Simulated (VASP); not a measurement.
Here is the system:

```
MgSe
1.0
    0.00000     2.77261     2.77261
    2.77261     0.00000     2.77261
    2.77261     2.77261     0.00000
Mg Se
1 1
Direct
  0.00000   0.00000   0.00000
  0.50000   0.50000   0.50000
```

All values below come from revPBE GGA, VASP's PBE PAW potentials (set 64) (plane waves; VASP). Run with 520 eV cut-off, Gaussian smearing of 0.050 eV, potentials Mg Se.

Task: Give the energies of bands 2 to 7 at the high-symmetry points, in eV from the valence-band maximum.

Result: 
```tsv
band	Γ	X	U	L	W
2	0.00	-3.98	-3.52	-4.65	-3.08
3	0.00	-1.66	-3.11	-0.53	-3.08
4	0.00	-1.66	-1.33	-0.53	-2.38
5	2.38	1.82	3.06	3.83	4.42
6	7.45	4.14	6.26	6.09	6.87
7	7.45	11.33	8.77	6.09	7.52
```

The gap is indirect, 1.82 eV, from the valence maximum at Γ to the conduction minimum at X.

The compound is MgSe in the rock salt structure. It was relaxed first.
